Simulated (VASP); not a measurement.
Output of a VASP run:

File OUTCAR:
```
 ion  position               nearest neighbor table
   1  0.000  0.000  0.000-
  LATTYP: Found a face centered cubic cell.
 ALAT       =     3.7556763084
 Subroutine PRICEL returns:
 Original cell was already a primitive cell.
 Subroutine GETGRP returns: Found 48 space group operations
The static configuration has the point symmetry O_h .
The dynamic configuration has the point symmetry O_h .
 Subroutine INISYM returns: Found 48 space group operations
 Subroutine IBZKPT returns following result:
 Found    145 irreducible k-points:

 Following reciprocal coordinates:
            Coordinates               Weight
  0.000000  0.000000  0.000000      1.000000
  0.062500  0.000000  0.000000      8.000000
  0.125000  0.000000  0.000000      8.000000
  0.187500  0.000000  0.000000      8.000000
  0.250000  0.000000  0.000000      8.000000
  0.312500  0.000000  0.000000      8.000000
  0.375000  0.000000  0.000000      8.000000
  0.437500  0.000000  0.000000      8.000000
  0.500000  0.000000  0.000000      4.000000
  0.062500  0.062500  0.000000      6.000000
  0.125000  0.062500  0.000000     24.000000
  0.187500  0.062500  0.000000     24.000000
  0.250000  0.062500  0.000000     24.000000
  0.312500  0.062500  0.000000     24.000000
  0.375000  0.062500  0.000000     24.000000
  0.437500  0.062500  0.000000     24.000000
  0.500000  0.062500  0.000000     24.000000
 -0.437500  0.062500  0.000000     24.000000
 -0.375000  0.062500  0.000000     24.000000
 -0.312500  0.062500  0.000000     24.000000
 -0.250000  0.062500  0.000000     24.000000
 -0.187500  0.062500  0.000000     24.000000
 -0.125000  0.062500  0.000000     24.000000
 -0.062500  0.062500  0.000000     12.000000
  0.125000  0.125000  0.000000      6.000000
  0.187500  0.125000  0.000000     24.000000
  0.250000  0.125000  0.000000     24.000000
  0.312500  0.125000  0.000000     24.000000
  0.375000  0.125000  0.000000     24.000000
  0.437500  0.125000  0.000000     24.000000
  0.500000  0.125000  0.000000     24.000000
 -0.437500  0.125000  0.000000     24.000000
 -0.375000  0.125000  0.000000     24.000000
 -0.312500  0.125000  0.000000     24.000000
 -0.250000  0.125000  0.000000     24.000000
 -0.187500  0.125000  0.000000     24.000000
 -0.125000  0.125000  0.000000     12.000000
  0.187500  0.187500  0.000000      6.000000
  0.250000  0.187500  0.000000     24.000000
  0.312500  0.187500  0.000000     24.000000
   k-points           NKPTS =    145   k-points in BZ     NKDIM =    145   number of bands    NBANDS=     11
   number of dos      NEDOS =    301   number of ions     NIONS =      1
   total plane-waves  NPLWV =   8000
   dimension x,y,z NGX =    20 NGY =   20 NGZ =   20
   dimension x,y,z NGXF=    40 NGYF=   40 NGZF=   40
   ions per type =               1
   PREC   = accura    normal or accurate (medium, high low for compatibility)
   ISTART =      0    job   : 0-new  1-cont  2-samecut
   ICHARG =      2    charge: 1-file 2-atom 10-const
   ISPIN  =      1    spin polarized calculation?
   LNONCOLLINEAR =      F non collinear calculations
   LSORBIT =      F    spin-orbit coupling
   INIWAV =      1    electr: 0-lowe 1-rand  2-diag
   ENCUT  =  520.0 eV  38.22 Ry    6.18 a.u.   4.94  4.94  4.94*2*pi/ulx,y,z
   NELM   =    100;   NELMIN=  2; NELMDL= -5     # of ELM steps
   EDIFF  = 0.1E-06   stopping-criterion for ELM
   LREAL  =      F    real-space projection
   NLSPLINE    = F    spline interpolate recip. space projectors
   LMAXMIX     =    4 max onsite mixed and CHGCAR
   VOSKOWN=      0    Vosko Wilk Nusair interpolation
   EDIFFG = 0.1E-05   stopping-criterion for IOM
   NSW    =      0    number of steps for IOM
   NBLOCK =      1;   KBLOCK =      1    inner block; outer block
   IBRION =     -1    ionic relax: 0-MD 1-quasi-New 2-CG
   NFREE  =      0    steps in history (QN), initial steepest desc. (CG)
...
```

OSZICAR:
```
       N       E                     dE             d eps       ncg     rms          rms(c)
DAV:   1     0.988974937413E+02    0.98897E+02   -0.95424E+03  3190   0.151E+03
DAV:   2    -0.271777343649E+02   -0.12608E+03   -0.12078E+03  3253   0.401E+02
DAV:   3    -0.288031132316E+02   -0.16254E+01   -0.16123E+01  3787   0.520E+01
DAV:   4    -0.288131509034E+02   -0.10038E-01   -0.10034E-01  3602   0.419E+00
DAV:   5    -0.288133436073E+02   -0.19270E-03   -0.19269E-03  3897   0.498E-01    0.142E+01
DAV:   6    -0.235249182133E+02    0.52884E+01   -0.64080E+00  3388   0.388E+01    0.299E+00
DAV:   7    -0.238154550844E+02   -0.29054E+00   -0.50672E-01  3295   0.111E+01    0.267E+00
DAV:   8    -0.238216970509E+02   -0.62420E-02   -0.49979E-02  3517   0.327E+00    0.571E-01
DAV:   9    -0.238276552908E+02   -0.59582E-02   -0.16989E-02  3520   0.148E+00    0.179E-01
DAV:  10    -0.238274464409E+02    0.20885E-03   -0.28710E-03  3646   0.630E-01    0.131E-01
DAV:  11    -0.238275888332E+02   -0.14239E-03   -0.47276E-04  3655   0.306E-01    0.285E-02
DAV:  12    -0.238276011758E+02   -0.12343E-04   -0.70306E-05  3607   0.922E-02    0.303E-02
DAV:  13    -0.238275920560E+02    0.91198E-05   -0.39017E-05  3556   0.940E-02    0.637E-03
DAV:  14    -0.238276062200E+02   -0.14164E-04   -0.58097E-06  3658   0.218E-02    0.131E-03
DAV:  15    -0.238276043854E+02    0.18345E-05   -0.25554E-07  3770   0.532E-03    0.584E-04
DAV:  16    -0.238276055905E+02   -0.12051E-05   -0.12533E-08  2201   0.149E-03    0.385E-04
DAV:  17    -0.238276052288E+02    0.36172E-06   -0.24372E-08  1976   0.159E-03    0.169E-04
DAV:  18    -0.238276055698E+02   -0.34099E-06   -0.10539E-09  1862   0.358E-04    0.599E-05
DAV:  19    -0.238276053774E+02    0.19245E-06   -0.15561E-10  1817   0.152E-04    0.190E-05
DAV:  20    -0.238276054286E+02   -0.51274E-07   -0.41388E-11  1769   0.821E-05
   1 F= -.23827605E+02 E0= -.23827362E+02  d E =-.731069E-03
```

OUTCAR:
```
------------------------ aborting loop because EDIFF is reached ----------------------------------------
  FORCE on cell =-STRESS in cart. coord.  units (eV):
  Direction    XX          YY          ZZ          XY          YZ          ZX
  --------------------------------------------------------------------------------------
  Total        0.8085588      0.8085588      0.8085588      0.0000000      0.0000000      0.0000000
  in kB       97.8177600     97.8177600     97.8177600      0.0000000      0.0000000      0.0000000
  external PRESSURE =      97.8177600 kB  Pullay stress =       0.0000000 kB
  volume of cell :       13.24
      direct lattice vectors                 reciprocal lattice vectors
     0.000000000  1.877838154  1.877838154    -0.266263628  0.266263628  0.266263628
     1.877838154  0.000000000  1.877838154     0.266263628 -0.266263628  0.266263628
     1.877838154  1.877838154  0.000000000     0.266263628  0.266263628 -0.266263628
 POSITION                                       TOTAL-FORCE (eV/Angst)
 -----------------------------------------------------------------------------------
      0.00000      0.00000      0.00000         0.000000      0.000000     -0.000000
 -----------------------------------------------------------------------------------
    total drift:                                0.000000      0.000000      0.000000
  FREE ENERGIE OF THE ION-ELECTRON SYSTEM (eV)
  ---------------------------------------------------
  free  energy   TOTEN  =       -23.8276054286 eV

  energy  without entropy=      -23.8268743598  energy(sigma->0) =      -23.82736174
```
(Selected blocks of OUTCAR.)

POSCAR:
```
Rh
1
    0.0000000000     1.8778381542     1.8778381542
    1.8778381542     0.0000000000     1.8778381542
    1.8778381542     1.8778381542     0.0000000000
Rh
1
Direct
  0.0000000000   0.0000000000   0.0000000000
```

Q: Write an INCAR and KPOINTS that could have produced this output.

A: This is not unique; one that fits is the input of the run itself, r2SCAN+rVV10, plane waves, VASP's PBE PAW potentials (set 64).

File KPOINTS:
```
Automatic mesh
0
Gamma
16 16 16
0 0 0
```

INCAR:
```
! general
SYSTEM  =Rh
PREC    =Accurate
ENCUT   =520
LREAL   =F
LASPH   =T

! electronic loop
EDIFF   =1E-7
NELM    =100
ALGO    =Normal
LMAXMIX =4
LMIXTAU =T

! smearing
ISMEAR  =1
SIGMA   =0.1

! functional
METAGGA =R2SCAN
LUSE_VDW=T
BPARAM  =11.95
CPARAM  =0.0093

! ions
ISIF    =2

! output
LWAVE   =F
LCHARG  =F
```

POTCAR, in this order: Rh_pv (PBE.64 set). Program: vasp_std.

The compound is Rh in the fcc structure. This cell is one point of a volume scan, at 0.97 of the reference volume.
